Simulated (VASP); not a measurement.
Mg:

```
Mg
1.0
     3.18000    0.00000    0.00000
    -1.59000    2.75396    0.00000
     0.00000    0.00000    5.16000
Mg
2
Direct
  0.33333 0.66667 0.25000
  0.66667 0.33333 0.75000
```

The cell was built by a generator and needn't be a form met in nature.

| Property | Result |
| --- | --- |
| Program | VASP 6.6.1 |
| Task | relaxation of cell and atoms |
| Functional | LDA |
| Potentials or basis | VASP PAW LDA potentials, release 64 (Mg) |
| Cutoff | 600 eV |
| k mesh | 15 × 15 × 8 |
| Occupations | gaussian, width 0.1 eV |
| Spin | no spin polarisation |

At the start: pressure -2.0 GPa; volume 22.59 Å³/atom.

Question: How do energy, volume and symmetry change on relaxing?

Answer: Over 8 steps the energy falls by 7.9 meV/atom and the volume is 21.43 Å³/atom (-5.2 %); space group P6_3/mmc (No. 194, to 0.05 Å).

Step by step:
```csv
step,energy change (eV),largest force (eV/Å),pressure (GPa),volume (Å³)
1,0.0000,0.0000,-1.95,45.19
2,-0.0146,0.0000,-0.52,43.41
3,-0.0156,0.0000,0.01,42.84
4,-0.0156,0.0000,0.06,42.79
5,-0.0158,0.0000,0.04,42.80
6,-0.0159,0.0000,0.03,42.82
7,-0.0159,0.0000,0.03,42.82
8,-0.0159,0.0000,0.00,42.85
```

Final structure:
```
Mg
1.0
     3.13816    0.00000    0.00000
    -1.56908    2.71773    0.00000
     0.00000    0.00000    5.02466
Mg
2
Cartesian
  0.0000 1.8118 1.2562
  1.5691 0.9059 3.7685
```
